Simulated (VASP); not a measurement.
Consider the following.

```yaml
crystal:
  lattice:
    - [0.00000, 1.81272, 1.81272]
    - [1.81272, 0.00000, 1.81272]
    - [1.81272, 1.81272, 0.00000]
  atoms:
    - { symbol: B, position: [0.00000, 0.00000, 0.00000] }
    - { symbol: N, position: [0.25000, 0.25000, 0.25000] }
```

Calculation: PBE GGA, VASP's PBE PAW potentials (set 64) (plane waves; VASP). Numerical set-up: 600 eV cut-off, 12×12×12 Γ-centred mesh, Gaussian smearing of 0.050 eV, potentials B N.

Each relaxation starts from this cell; other phases were not tried.

Question: The cell is relaxed at 5 GPa. What happens?

Answer: The volume per atom goes from 5.96 to 5.87 Å³ (-1.4 %), and the cell becomes a = b = c = 3.6088 Å, α = β = γ = 90.00°, space group F-43m. The gap on the mesh goes from 4.45 to 4.46 eV.

Question: The cell is relaxed at 20 GPa. What happens?

Answer: The volume per atom goes from 5.96 to 5.67 Å³ (-4.9 %), and the cell becomes a = 3.5655 Å, b = 3.5655 Å, c = 3.5655 Å, α = 90.00°, β = 90.00°, γ = 90.00°, space group F-43m. The gap on the mesh goes from 4.45 to 4.50 eV.

Failed runs are left out, and for metals the shear rows, which the mesh's noise covers.

The compound is BN in the zinc blende structure.
